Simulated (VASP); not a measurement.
Computed with revPBE GGA, VASP's PBE PAW potentials (set 64) (plane waves; VASP).

A VASP calculation is set up with these files.

File KPOINTS:
```
kpoints
0
Gamma
15 15 15
```

File POSCAR:
```
In
1
   -1.6605029740     1.6605029740     2.5637259837
    1.6605029740    -1.6605029740     2.5637259837
    1.6605029740     1.6605029740    -2.5637259837
In
1
Direct
  0.0000000000   0.0000000000   0.0000000000
```

**INCAR**
```
# general
SYSTEM   =  In
PREC     =  Accurate
ENCUT    =  520   # plane-wave cut-off (eV)
LREAL    =  .False.   # projection in real space or not
LASPH    =  .True.

# electronic loop
EDIFF    =  1E-7   # SCF stop (eV)
NELM     =  100
ALGO     =  Normal
LMAXMIX  =  4   # l cut-off of mixed one-centre charges

# smearing
ISMEAR   =  1
SIGMA    =  0.1   # width (eV)

# functional
GGA      =  RE

# ions
IBRION   =  2
NSW      =  30
ISIF     =  4
EDIFFG   =  -0.01   # ionic stop

# output
LWAVE    =  .False.
LCHARG   =  .False.
```

POTCAR, in this order: In_d (PBE.64 set). Program: vasp_std.

What VASP printed:

**OSZICAR**
```
       N       E                     dE             d eps       ncg     rms          rms(c)
DAV:   1     0.708413025395E+02    0.70841E+02   -0.65038E+03  5782   0.159E+03
DAV:   2     0.526395522414E+00   -0.70315E+02   -0.69378E+02  5828   0.285E+02
DAV:   3    -0.220760975788E+01   -0.27340E+01   -0.27221E+01  6648   0.649E+01
DAV:   4    -0.227103339362E+01   -0.63424E-01   -0.63405E-01  7300   0.103E+01
DAV:   5    -0.227398039905E+01   -0.29470E-02   -0.29469E-02  7168   0.176E+00    0.188E+00
DAV:   6    -0.226050585111E+01    0.13475E-01   -0.29623E-02  6670   0.368E+00    0.980E-01
DAV:   7    -0.225845438454E+01    0.20515E-02   -0.11482E-02  6708   0.213E+00    0.217E-01
DAV:   8    -0.225849867544E+01   -0.44291E-04   -0.91301E-04  6480   0.558E-01    0.283E-02
DAV:   9    -0.225851063083E+01   -0.11955E-04   -0.26477E-05  7228   0.717E-02    0.115E-02
DAV:  10    -0.225851135034E+01   -0.71952E-06   -0.14664E-06  6296   0.135E-02    0.554E-03
DAV:  11    -0.225851133427E+01    0.16075E-07   -0.28203E-07  6422   0.557E-03
   1 F= -.22585113E+01 E0= -.22586005E+01  d E =-.225851E+01
```

**OUTCAR**
```
------------------------ aborting loop because EDIFF is reached ----------------------------------------
  FORCE on cell =-STRESS in cart. coord.  units (eV):
  Direction    XX          YY          ZZ          XY          YZ          ZX
  --------------------------------------------------------------------------------------
  Total        0.0170671      0.0170671      0.0041347      0.0000000     -0.0000000      0.0000000
  in kB        0.9670710      0.9670710      0.2342825      0.0000000     -0.0000000      0.0000000
  external PRESSURE =       0.7228081 kB  Pullay stress =       0.0000000 kB
  volume of cell :       28.28
      direct lattice vectors                 reciprocal lattice vectors
    -1.660502974  1.660502974  2.563725984     0.000000000  0.301113583  0.195028643
     1.660502974 -1.660502974  2.563725984     0.301113583  0.000000000  0.195028643
     1.660502974  1.660502974 -2.563725984     0.301113583  0.301113583  0.000000000
 POSITION                                       TOTAL-FORCE (eV/Angst)
 -----------------------------------------------------------------------------------
      0.00000      0.00000      0.00000        -0.000000      0.000000      0.000000
 -----------------------------------------------------------------------------------
    total drift:                                0.000000      0.000000      0.000000
  FREE ENERGIE OF THE ION-ELECTRON SYSTEM (eV)
  ---------------------------------------------------
  free  energy   TOTEN  =        -2.2585113343 eV

  energy  without entropy=       -2.2587787566  energy(sigma->0) =       -2.25860048

 reached required accuracy - stopping structural energy minimisation
```
(Selected blocks of OUTCAR.)

OUTCAR:
```
 val. band max:        6.7822159169   @ k =  -0.3333   0.4000   0.3333

 cond. band min:       6.8161539551   @ k =   0.3333   0.3333  -0.0000


 Fermi energy:         6.8140978099

 k-point     1 :       0.0000    0.0000    0.0000
  band No.  band energies     occupation
      1      -7.9064      2.00000
      2      -7.8034      2.00000
      3      -7.8034      2.00000
      4      -7.7562      2.00000
      5      -7.6525      2.00000
      6      -2.2474      2.00000
      7      16.6623      0.00000
      8      16.6623      0.00000
      9      16.8108      0.00000
     10      18.1567      0.00000

 k-point     2 :       0.0667    0.0000   -0.0000
  band No.  band energies     occupation
      1      -7.8999      2.00000
      2      -7.8040      2.00000
      3      -7.7978      2.00000
      4      -7.7546      2.00000
      5      -7.6551      2.00000
      6      -2.1557      2.00000
      7      15.5630      0.00000
      8      16.5210      0.00000
      9      16.5581      0.00000
     10      17.9148      0.00000

 k-point     3 :       0.1333    0.0000    0.0000
  band No.  band energies     occupation
      1      -7.8852      2.00000
      2      -7.8085      2.00000
      3      -7.7836      2.00000
      4      -7.7444      2.00000
      5      -7.6606      2.00000
      6      -1.8791      2.00000
      7      13.4671      0.00000
      8      15.9561      0.00000
      9      16.3168      0.00000
     10      17.7884      0.00000

 k-point     4 :       0.2000    0.0000   -0.0000
  band No.  band energies     occupation
      1      -7.8726      2.00000
      2      -7.8203      2.00000
      3      -7.7689      2.00000
      4      -7.7163      2.00000
      5      -7.6623      2.00000
      6      -1.4144      2.00000
      7      11.3035      0.00000
      8      15.3222      0.00000
      9      16.0512      0.00000
     10      17.7137      0.00000

 k-point     5 :       0.2667    0.0000    0.0000
...
```

Unless said otherwise, spin-orbit coupling is left out, though it shifts the bands of the heavy elements here.

The compound is In in the bct structure. It was relaxed first, which changed the volume by +8 %.
